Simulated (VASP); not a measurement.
The input files of a VASP run:

KPOINTS:
```
Regular mesh
0
Gamma
 10 10 10
0 0 0
```

**INCAR**
```
ALGO = Normal
EDIFF = 1E-7
EDIFFG = -0.01
ENCUT = 600
IBRION = 2
ISIF = 3
ISMEAR = 0
LASPH = .TRUE.
LCHARG = .FALSE.
LMIXTAU = .TRUE.
LREAL = .FALSE.
LWAVE = .FALSE.
METAGGA = R2SCAN
NELM = 100
NSW = 40
PREC = Accurate
PSTRESS = 20
SIGMA = 0.05
SYSTEM = LiF
```

POSCAR:
```
LiF
1
    0.0000000000     1.9729862428     1.9729862428
    1.9729862428     0.0000000000     1.9729862428
    1.9729862428     1.9729862428    -0.0000000000
Li F
1 1
Direct
  0.0000000000   0.0000000000   0.0000000000
  0.5000000000   0.5000000000   0.5000000000
```

POTCAR, in this order: Li_sv F (PBE.64 set). Program: vasp_std.

Q: Translate this r2SCAN calculation to Ansatz.

A: One equivalent input (not run):
Ansatz 0.2 input:
```yaml
crystal:
  lattice:
    - [0.0000000, 1.9729862, 1.9729862]
    - [1.9729862, 0.0000000, 1.9729862]
    - [1.9729862, 1.9729862, 0.0000000]
  atoms:
    - { symbol: Li, position: [0.0000000, 0.0000000, 0.0000000] }
    - { symbol: F, position: [0.5000000, 0.5000000, 0.5000000] }
kpoints:
  mp_grid: { grid: [10, 10, 10] }
hamiltonian:
  xc: r2scan
  pseudopotentials: { kind: paw }
scf:
  occupations: { method: gaussian, width: 0.05 }
  max_iter: 100
relax:
  max_steps: 40
  f_tol: 0.01
  cell: { p_target: 2 }
output: { forces: true, stress: true, eigenvalues: true }
```
Limits of the translation: each code has its own PAW files, so the cut-off isn't converted (ENCUT is set for VASP's; basis.ecutwfc is left out, and Ansatz then takes the one that its files recommend); Ansatz stops its SCF on the density residual and VASP on the energy change (EDIFF).

The compound is LiF in the rock salt structure. It was relaxed first under an external pressure of 2 GPa.
